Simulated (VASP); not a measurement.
Computed with PBEsol GGA, VASP's PBE PAW potentials (set 64) (plane waves; VASP 6.6.1).

Input for VASP

INCAR:
```
# general
SYSTEM =CrB
PREC   =Accurate
ENCUT  =400   # plane-wave cut-off (eV)
LREAL  =F
LASPH  =T   # aspherical one-centre terms

# electronic loop
EDIFF  =1E-6   # SCF stop (eV)
NELM   =100
ALGO   =Normal   # blocked Davidson
LMAXMIX=4

# smearing
ISMEAR =-1
SIGMA  =0.1

# functional
GGA    =PS

# spin
ISPIN  =2   # spin-polarised
MAGMOM =3.0 3.0 3.0 0.0 0.0 0.0

# ions
ISIF   =2   # forces and stress, cell fixed

# output
LWAVE  =F
LCHARG =F
LORBIT =11   # lm-projected
```

**POSCAR**
```
CrB
1
    5.0116590000     0.0000000000     0.0000000000
   -2.5058300000     4.3402240000     0.0000000000
    0.0000000000     0.0000000000     4.0439790000
Cr B
3 3
Direct
  0.5000000000   0.0000000000   0.0000000000
  0.5000000000   0.5000000000   0.0000000000
  0.0000000000   0.5000000000   0.0000000000
  0.0000000000   0.0000000000   0.0000000000
  0.3333330000   0.6666670000   0.5000000000
  0.6666670000   0.3333330000   0.5000000000
```

**KPOINTS**
```
Regular mesh
0
gamma
 3 3 4
0 0 0
```

POTCAR, in this order: Cr_pv B (PBE.64 set). Program: vasp_std.

Output

File OSZICAR:
```
       N       E                     dE             d eps       ncg     rms          rms(c)
DAV:   1     0.410310652932E+03    0.41031E+03   -0.22187E+04  1240   0.124E+03
DAV:   2    -0.254928762531E+02   -0.43580E+03   -0.41880E+03  1200   0.397E+02
DAV:   3    -0.511995885493E+02   -0.25707E+02   -0.24732E+02  1536   0.100E+02
DAV:   4    -0.517736818715E+02   -0.57409E+00   -0.56933E+00  1408   0.141E+01
DAV:   5    -0.517916458720E+02   -0.17964E-01   -0.17804E-01  1552   0.232E+00    0.337E+01
DAV:   6    -0.610334636796E+02   -0.92418E+01   -0.25355E+02  1568   0.910E+01    0.359E+01
DAV:   7    -0.451374669003E+02    0.15896E+02   -0.82456E+01  1528   0.628E+01    0.743E+00
DAV:   8    -0.452091421030E+02   -0.71675E-01   -0.40300E+00  1296   0.968E+00    0.453E+00
DAV:   9    -0.451037937192E+02    0.10535E+00   -0.64422E-01  1496   0.496E+00    0.233E+00
DAV:  10    -0.451032200774E+02    0.57364E-03   -0.81677E-02  1464   0.134E+00    0.984E-01
DAV:  11    -0.451051592637E+02   -0.19392E-02   -0.10877E-02  1504   0.461E-01    0.421E-01
DAV:  12    -0.451053100815E+02   -0.15082E-03   -0.19127E-03  1520   0.227E-01    0.161E-01
DAV:  13    -0.451054004341E+02   -0.90353E-04   -0.32906E-04  1448   0.892E-02    0.426E-02
DAV:  14    -0.451054156402E+02   -0.15206E-04   -0.45038E-05  1328   0.368E-02    0.231E-02
DAV:  15    -0.451054195199E+02   -0.38798E-05   -0.11747E-05  1232   0.168E-02    0.898E-03
DAV:  16    -0.451054208954E+02   -0.13755E-05   -0.30267E-06  1152   0.820E-03    0.518E-03
DAV:  17    -0.451054211004E+02   -0.20491E-06   -0.52719E-07   880   0.375E-03
   1 F= -.45105421E+02 E0= -.45027302E+02  d E =-.156239E+00  mag=     0.0000
```

OUTCAR:
```
------------------------ aborting loop because EDIFF is reached ----------------------------------------
  FORCE on cell =-STRESS in cart. coord.  units (eV):
  Direction    XX          YY          ZZ          XY          YZ          ZX
  --------------------------------------------------------------------------------------
  Total      -20.8346552    -20.8346552    -23.1573546      0.0000024     -0.0000000      0.0000000
  in kB     -379.4847707   -379.4847691   -421.7906799      0.0000437     -0.0000000      0.0000000
  external PRESSURE =    -393.5867399 kB  Pullay stress =       0.0000000 kB
  volume of cell :       87.96
      direct lattice vectors                 reciprocal lattice vectors
     5.011659000  0.000000000  0.000000000     0.199534725  0.115201450  0.000000000
    -2.505830000  4.340224000  0.000000000     0.000000000  0.230402855  0.000000000
     0.000000000  0.000000000  4.043979000     0.000000000  0.000000000  0.247281205
 POSITION                                       TOTAL-FORCE (eV/Angst)
 -----------------------------------------------------------------------------------
      2.50583      0.00000      0.00000         0.000000      0.000000     -0.000000
      1.25291      2.17011      0.00000         0.000000      0.000000     -0.000000
     -1.25292      2.17011      0.00000         0.000000      0.000000     -0.000000
      0.00000      0.00000      0.00000         0.000000      0.000000     -0.000000
     -0.00000      2.89348      2.02199        -0.000000      0.000000     -0.000000
      2.50583      1.44674      2.02199         0.000000     -0.000000      0.000000
 -----------------------------------------------------------------------------------
    total drift:                                0.000000      0.000000     -0.000000
  FREE ENERGIE OF THE ION-ELECTRON SYSTEM (eV)
  ---------------------------------------------------
  free  energy   TOTEN  =       -45.1054211004 eV

  energy  without entropy=      -44.9491823894  energy(sigma->0) =      -45.02730174

 total charge

# of ion       s       p       d       tot
------------------------------------------
    1        0.334   6.295   4.064  10.694
    2        0.334   6.295   4.064  10.694
    3        0.334   6.295   4.064  10.694
    4        0.704   0.751   0.000   1.455
    5        0.688   0.769   0.000   1.458
    6        0.688   0.769   0.000   1.458
--------------------------------------------------
tot          3.083  21.175  12.193  36.452

 magnetization (x)

# of ion       s       p       d       tot
------------------------------------------
    1        0.000  -0.000  -0.000  -0.000
    2        0.000  -0.000  -0.000  -0.000
    3        0.000  -0.000  -0.000  -0.000
    4        0.000   0.000   0.000   0.000
    5        0.000   0.000   0.000   0.000
    6        0.000   0.000   0.000   0.000
--------------------------------------------------
tot          0.000   0.000  -0.000  -0.000
```
(Selected blocks of OUTCAR.)

File OUTCAR:
```
 val. band max:        3.9606997625   @ k =   0.0000   0.0000   0.2500

 cond. band min:       4.0554963092   @ k =   0.3333   0.3333   0.2500


 Fermi energy:         4.0279093527

 spin component 1

 k-point     1 :       0.0000    0.0000    0.0000
  band No.  band energies     occupation
      1     -39.1466      1.00000
      2     -38.9147      1.00000
      3     -38.9147      1.00000
      4     -38.8168      1.00000
      5     -38.7268      1.00000
      6     -38.7268      1.00000
      7     -38.5739      1.00000
      8     -38.4453      1.00000
      9     -38.4452      1.00000
     10      -4.4833      1.00000
     11      -1.3484      1.00000
     12       0.6006      1.00000
     13       0.8129      1.00000
     14       1.2538      1.00000
     15       1.5863      1.00000
     16       1.5864      1.00000
     17       2.7133      1.00000
     18       2.7134      1.00000
     19       3.1809      0.99979
     20       3.3648      0.99868
     21       3.3648      0.99868
     22       3.3949      0.99822
     23       3.3949      0.99822
     24       5.1439      0.00001
     25       5.1440      0.00001
     26       5.1810      0.00001
     27       5.3610      0.00000
     28       5.3610      0.00000
     29       6.3411      0.00000
     30       6.7707      0.00000
     31       7.6116      0.00000
     32       7.6159      0.00000

 k-point     2 :       0.3333    0.0000    0.0000
  band No.  band energies     occupation
      1     -39.0364      1.00000
      2     -38.8720      1.00000
      3     -38.8244      1.00000
      4     -38.7976      1.00000
      5     -38.7454      1.00000
      6     -38.7263      1.00000
      7     -38.6456      1.00000
      8     -38.6059      1.00000
      9     -38.4660      1.00000
     10      -3.7222      1.00000
     11      -1.6962      1.00000
     12      -0.8257      1.00000
     13       1.1743      1.00000
     14       1.2102      1.00000
...
```

At this cut-off the stress carries a Pulay error, which pulls relaxed volumes low. The moments were started parallel, and other spin orders were not tried in this run.

The structure was generated: CrB was put into an ordered model structure, which need not be its known phase. The cell was not relaxed at this level. The k-mesh is coarse (spacing up to 0.48 per Å, 2π included), so the numbers may not be converged in it. The run is one of a series of settings (GGA = PS against the base run), some of them coarse on purpose.
